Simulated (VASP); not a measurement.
Here is a VASP 6.6.1 calculation.

Contents of INCAR:

```
PREC     = Accurate       # precision mode
ENCUT    = 600            # plane-wave cutoff, eV
EDIFF    = 1E-7           # SCF threshold, eV
ISMEAR   = 1              # smearing method
SIGMA    = 0.1            # smearing width, eV
LREAL    = False          # projectors in reciprocal space
LASPH    = True           # aspherical terms in the spheres
NELM     = 100            # most SCF steps
ALGO     = Fast           # electronic algorithm
ISIF     = 3              # what is computed and relaxed
LWAVE    = False          # write WAVECAR
LCHARG   = False          # write CHGCAR
GGA      = PE             # functional
IBRION   = 2              # ionic algorithm
NSW      = 40             # ionic steps
EDIFFG   = -0.01          # ionic threshold
```

KPOINTS

```
regular mesh
0
Gamma
  7 7 7
```

File POSCAR:

```
NaY
1.0
    4.0118800000      0.0000000000      0.0000000000
    0.0000000000      4.0118800000      0.0000000000
    0.0000000000      0.0000000000      4.0118800000
Na Y
1 1
Direct
    0.0000000000      0.0000000000      0.0000000000
    0.5000000000      0.5000000000      0.5000000000
```

Potentials or basis: VASP PAW PBE potentials, release 64 (Na_pv, Y_sv).

Launch:

```sh
$ cat potpaw_PBE.64/Na_pv/POTCAR potpaw_PBE.64/Y_sv/POTCAR > POTCAR
$ mpirun -np 1 vasp_std > vasp.out
```

Task: Estimate the band gap on the k mesh.

Result: None (metal or under the smearing width).

Final structure:
```xyz
2
Lattice="4.0119 0.0000 0.0000 0.0000 4.0119 0.0000 0.0000 0.0000 4.0119" Properties=species:S:1:pos:R:3 pbc="T T T"
Na    0.0000    0.0000    0.0000
Y     2.0059    2.0059    2.0059
```

Caveat: the relaxation stopped at its first step, so nothing moved.
